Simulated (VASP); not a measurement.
OSZICAR of a VASP run on Au3Cu (ordered alloy cell):

**OSZICAR**
```
       N       E                     dE             d eps       ncg     rms          rms(c)
DAV:   1     0.328276473094E+03    0.32828E+03   -0.18943E+04  2620   0.170E+03
DAV:   2     0.310578167892E+01   -0.32517E+03   -0.31064E+03  2832   0.379E+02
DAV:   3    -0.175138986604E+02   -0.20620E+02   -0.19800E+02  3064   0.102E+02
DAV:   4    -0.179684228740E+02   -0.45452E+00   -0.45277E+00  3160   0.144E+01
DAV:   5    -0.179772971235E+02   -0.88742E-02   -0.88707E-02  3280   0.201E+00    0.186E+01
DAV:   6    -0.166812756541E+02    0.12960E+01   -0.15894E+01  3388   0.865E+01    0.986E+00
DAV:   7    -0.166706546954E+02    0.10621E-01   -0.80686E+00  3298   0.145E+02    0.117E+01
DAV:   8    -0.160805494508E+02    0.59011E+00   -0.75912E+00  3612   0.409E+01    0.357E+00
DAV:   9    -0.160673491371E+02    0.13200E-01   -0.28185E-01  3874   0.130E+01    0.705E-01
DAV:  10    -0.160634746120E+02    0.38745E-02   -0.19691E-02  3662   0.221E+00    0.149E-01
DAV:  11    -0.160632185488E+02    0.25606E-03   -0.50789E-03  3208   0.162E+00    0.942E-02
DAV:  12    -0.160631205475E+02    0.98001E-04   -0.53770E-04  3946   0.584E-01    0.319E-02
DAV:  13    -0.160631043677E+02    0.16180E-04   -0.71038E-05  3818   0.195E-01    0.442E-03
DAV:  14    -0.160631042848E+02    0.82890E-07   -0.54884E-06  2578   0.496E-02
   1 F= -.16063104E+02 E0= -.16062943E+02  d E =-.160631E+02
       N       E                     dE             d eps       ncg     rms          rms(c)
DAV:   1    -0.161153860805E+02   -0.52282E-01   -0.95104E-01  2848   0.131E+01    0.163E+00
DAV:   2    -0.160807410923E+02    0.34645E-01   -0.43319E-01  3292   0.156E+01    0.867E-01
DAV:   3    -0.160676477309E+02    0.13093E-01   -0.21857E-01  3314   0.161E+01    0.771E-01
DAV:   4    -0.160633257713E+02    0.43220E-02   -0.21160E-02  3716   0.360E+00    0.398E-01
DAV:   5    -0.160629396538E+02    0.38612E-03   -0.14268E-03  3830   0.793E-01    0.216E-01
DAV:   6    -0.160628278814E+02    0.11177E-03   -0.59884E-04  3848   0.588E-01    0.362E-02
DAV:   7    -0.160628214995E+02    0.63819E-05   -0.66734E-05  3542   0.897E-02    0.694E-03
DAV:   8    -0.160628218976E+02   -0.39805E-06   -0.86873E-07  1478   0.111E-02
   2 F= -.16062822E+02 E0= -.16062635E+02  d E =0.282387E-03
       N       E                     dE             d eps       ncg     rms          rms(c)
DAV:   1    -0.160794877236E+02   -0.16666E-01   -0.28844E-01  2878   0.726E+00    0.877E-01
DAV:   2    -0.160684911741E+02    0.10997E-01   -0.11748E-01  3236   0.835E+00    0.462E-01
DAV:   3    -0.160655002968E+02    0.29909E-02   -0.72544E-02  3416   0.772E+00    0.447E-01
DAV:   4    -0.160639352950E+02    0.15650E-02   -0.59486E-03  3646   0.223E+00    0.237E-01
DAV:   5    -0.160637191317E+02    0.21616E-03   -0.88404E-04  3838   0.783E-01    0.983E-02
DAV:   6    -0.160636981580E+02    0.20974E-04   -0.17875E-04  3938   0.259E-01    0.192E-02
DAV:   7    -0.160636956481E+02    0.25098E-05   -0.29426E-05  3850   0.125E-01    0.520E-03
DAV:   8    -0.160636956134E+02    0.34666E-07   -0.75709E-07  1406   0.129E-02
   3 F= -.16063696E+02 E0= -.16063519E+02  d E =-.591329E-03
```

Problem. Which electronic solver shows in the log?

Solution. It is blocked Davidson (ALGO = Normal, or the opening steps of other solvers). The INCAR had ALGO = Normal.

Problem. Can the final energy be trusted as converged?

Solution. The run converged. It stopped with EDIFF = 1E-6, NELM = 100, NSW = 60 and EDIFFG = -0.02 after 3 ionic steps (PBEsol GGA, plane waves, VASP's PBE PAW potentials (set 64)).

The structure was generated: Au3Cu was put into an ordered model structure (R-3m), which need not be its known phase. This run relaxes it. Symmetry was kept, so distortions that lower it aren't found. The start is the result of an earlier pass.
